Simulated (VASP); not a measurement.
Method: LDA (Ceperley-Alder, Perdew-Zunger), VASP's LDA PAW potentials (set 64) (plane waves; VASP 6.6.1).

Input for VASP

**INCAR**
```
# general
SYSTEM   =  NiSb
PREC     =  Accurate
ENCUT    =  400   # plane-wave cut-off (eV)
LREAL    =  .FALSE.   # projection in real space or not
LASPH    =  .TRUE.   # aspherical one-centre terms

# electronic loop
EDIFF    =  1E-8
NELM     =  100   # most electronic steps
ALGO     =  Normal   # blocked Davidson
LMAXMIX  =  4

# smearing
ISMEAR   =  1
SIGMA    =  0.1   # width (eV)

# ions
IBRION   =  1
NSW      =  30   # most ionic steps
ISIF     =  2   # forces and stress, cell fixed
EDIFFG   =  -0.001   # ionic stop

# output
LWAVE    =  .FALSE.
LCHARG   =  .FALSE.
```

KPOINTS:
```
Automatic mesh
0
Gamma
8 8 6
0 0 0
```

**POSCAR**
```
NiSb
1
    1.9397678332    -3.3597765988     0.0000000000
    1.9397678332     3.3597765988    -0.0000000000
   -0.0000000000    -0.0000000000     5.0312307072
Ni Sb
2 2
Direct
  0.0000000000   0.0000000000   0.5000000000
  0.0000000000   0.0000000000   1.0000000000
  0.3333330000   0.6666670000   0.2500000000
  0.6666670000   0.3333330000   0.7500000000
```

POTCAR, in this order: Ni Sb (LDA.64 set). Program: vasp_std.

**Question.** What will the output report for the number of irreducible k-points (NKPTS), largest plane-wave count, number of space-group operations, FFT grid (NGX, NGY, NGZ)?

**Answer.** 
```
Property                                       Value
--------------------------------------  ------------
number of irreducible k-points (NKPTS)            40
largest plane-wave count                        1206
number of space-group operations                  24
FFT grid (NGX, NGY, NGZ)                28 × 28 × 36
```

The compound is NiSb in the NiAs type structure. It was relaxed first. The start is the result of an earlier pass. The run is not spin-polarised, so no magnetic state was tried.
